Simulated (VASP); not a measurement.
```
PtS2
1.0
    1.77344    -3.07170     0.00000
    1.77344     3.07170     0.00000
    0.00000     0.00000     5.59593
Pt S
1 2
Direct
  0.00000   0.00000   0.00000
  0.33333   0.66667   0.22053
  0.66667   0.33333   0.77947
```

Computed with r2SCAN meta-GGA, VASP's PBE PAW potentials (set 64) (plane waves; VASP 6.6.1). Numerical set-up: 520 eV cut-off, 8×8×5 Γ-centred mesh, tetrahedra with Blöchl corrections, potentials Pt S.

Unless said otherwise, spin-orbit coupling is left out, though it shifts the bands of the heavy elements here.

Q: What does the run give for the energy per atom (σ→0), band gap (over mesh and band path) with the smallest direct gap where there is one?

A: 
- band gap (over mesh and band path): 1.36 eV
- smallest direct gap (over mesh and band path): 1.49 eV
- energy per atom (σ→0): -22958 meV/atom

The absolute energy has meaning only against runs of the same code, potentials and settings.

The compound is PtS2 in the 1T layered structure. It was relaxed first, which changed the volume by +11 %.
